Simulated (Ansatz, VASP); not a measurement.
# Two plane-wave programs on HfTa

```
Hf Ta
1.0
     2.53502   -5.23375    0.00000
     2.53502    5.23375    0.00000
     0.00000    0.00000    3.16338
Hf Ta
2 2
Cartesian
  2.5350 -1.2771 2.3725
  2.5350 1.2771 0.7908
  2.5350 -4.1344 2.3725
  2.5350 4.1344 0.7908
```

Alike in both runs: functional PBE; k mesh 4 × 4 × 6; occupations gaussian, width 0.1 eV; no spin polarisation.

Ansatz relaxed the structure, and its values are those at the end. VASP's run is a single point on that final structure, the one shown.

|  | VASP | Ansatz |
| --- | --- | --- |
| version | VASP 6.6.1 | Ansatz 0.2.0 |
| potentials or method | VASP PAW PBE potentials, release 64 (Hf_pv, Ta_pv) | scalar-relativistic, plane waves, PAW |
| plane-wave cutoff (eV) | 520 | 420 |
| valence electrons in the cell | 42 | 78 |

|  | VASP | Ansatz | Ansatz less VASP |
| --- | --- | --- | --- |
| gap on the k mesh at the Fermi level (eV) | none | none | - |
| pressure (GPa) | -0.2 | 0.0 | +0.26 |
| rms of the force components (eV/Å) | 0.007 | 0.011 | +0.0035 |

A gap of «none» marks a metal or a gap that the smearing closes. With one functional, cell and mesh, what is left measures potentials, basis and numerics. The two sets of potentials don't hold the same shells in valence.

Spin-orbit coupling is left out, which matters for the levels of Hf, Ta.
